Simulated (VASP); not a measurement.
Given:

```
Y2Te3
1.0
    4.88414     0.00000     0.00000
   -2.44207     4.22979     0.00000
    0.00000     0.00000     7.61022
Y Te
2 3
Direct
  0.33333   0.66667   0.24670
  0.66667   0.33333   0.75330
  0.00000   0.00000   0.00000
  0.33333   0.66667   0.64700
  0.66667   0.33333   0.35300
```

All values below come from PBE GGA, VASP's PBE PAW potentials (set 64) (plane waves; VASP). Run with 300 eV cut-off, 4×4×2 Γ-centred mesh, Gaussian smearing of 0.050 eV, potentials Y_sv Te.

At this cut-off the stress carries a Pulay error, which pulls relaxed volumes low.

Question: Give the force on each atom (eV/Å).

Answer: 
```
atom     Fx     Fy      Fz
----  -----  -----  ------
Y1    0.000  0.000  -0.792
Y2    0.000  0.000   0.792
Te3   0.000  0.000   0.000
Te4   0.000  0.000  -0.093
Te5   0.000  0.000   0.093
```

Question: Give the stress tensor in GPa (positive for a compressed cell).

Answer: 
```
4.35  0.00  0.00
0.00  4.35  0.00
0.00  0.00  4.97
```
The pressure is its mean diagonal, 4.56 GPa.

The structure was generated: Y2Te3 was put into an ordered model structure, which need not be its known phase. The cell was not relaxed at this level.
